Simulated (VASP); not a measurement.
Here is the system:

```
CELL_PARAMETERS angstrom
      3.75288     0.00000     0.00000
      0.00000     3.75288     0.00000
      0.00000     0.00000     3.75288
ATOMIC_POSITIONS crystal
  K  0.00000 0.00000 0.00000
  Mg 0.50000 0.50000 0.50000
  F  0.50000 0.00000 0.50000
  F  0.00000 0.50000 0.50000
  F  0.50000 0.50000 0.00000
```

Calculation: PBEsol GGA, VASP's PBE PAW potentials (set 64) (plane waves; VASP). Run with 620 eV cut-off, 6×6×6 Γ-centred mesh, Gaussian smearing of 0.050 eV, potentials K_sv Mg F.

Energy and stress use the plane-wave basis of the starting cell.

Problem. The ions, cell shape and volume at an external pressure of 30.0 GPa are relaxed. Predict the relaxed structure.

Solution. 
```
CELL_PARAMETERS angstrom
      3.68356     0.00000     0.00000
      0.00000     3.68356     0.00000
      0.00000     0.00000     3.68356
ATOMIC_POSITIONS crystal
  K  0.00000 0.00000 0.00000
  Mg 0.50000 0.50000 0.50000
  F  0.50000 0.00000 0.50000
  F  0.00000 0.50000 0.50000
  F  0.50000 0.50000 0.00000
```
Space group Pm-3m (221), at a tolerance of 0.03 Å.

Problem. How do energy and volume change from the first to the last step?

Solution. The energy (σ→0) changes by +88.9 meV/atom and the volume by -5.4 %, in 3 ionic steps.

The compound is KMgF3 in the cubic perovskite structure. This run relaxes it under an external pressure of 30 GPa. Symmetry was kept, so distortions that lower it aren't found.
